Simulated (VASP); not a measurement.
```
CELL_PARAMETERS angstrom
      0.00000     3.32733     3.32733
      3.32733     0.00000     3.32733
      3.32733     3.32733     0.00000
ATOMIC_POSITIONS crystal
  Hg 0.00000 0.00000 0.00000
  Te 0.25000 0.25000 0.25000
```

Calculation: PBE GGA, VASP's PBE PAW potentials (set 64) (plane waves; VASP). Run with 520 eV cut-off, Gaussian smearing of 0.050 eV, potentials Hg Te.

**Question.** Give the energies of bands 2 to 12 at the high-symmetry points, in eV from the Fermi level.

**Answer.** 
```json
[
 {"band": "2", "Γ": "-6.89", "X": "-6.71", "U": "-6.72", "L": "-6.79", "W": "-6.70"},
 {"band": "3", "Γ": "-6.89", "X": "-6.61", "U": "-6.66", "L": "-6.79", "W": "-6.67"},
 {"band": "4", "Γ": "-6.89", "X": "-6.61", "U": "-6.54", "L": "-6.44", "W": "-6.50"},
 {"band": "5", "Γ": "-6.46", "X": "-6.41", "U": "-6.44", "L": "-6.44", "W": "-6.48"},
 {"band": "6", "Γ": "-6.46", "X": "-6.10", "U": "-6.03", "L": "-6.21", "W": "-5.98"},
 {"band": "7", "Γ": "-0.93", "X": "-4.98", "U": "-4.98", "L": "-4.94", "W": "-5.02"},
 {"band": "8", "Γ": "0.00", "X": "-1.92", "U": "-2.48", "L": "-0.82", "W": "-2.23"},
 {"band": "9", "Γ": "0.00", "X": "-1.92", "U": "-1.59", "L": "-0.82", "W": "-2.19"},
 {"band": "10", "Γ": "0.00", "X": "1.91", "U": "2.23", "L": "0.70", "W": "2.89"},
 {"band": "11", "Γ": "4.37", "X": "2.71", "U": "4.03", "L": "5.11", "W": "4.69"},
 {"band": "12", "Γ": "4.37", "X": "7.92", "U": "6.98", "L": "5.11", "W": "5.25"}
]
```

It has no gap at this level: it comes out as a metal or semimetal.

The compound is HgTe in the zinc blende structure. It was relaxed first, which changed the volume by +9 %.
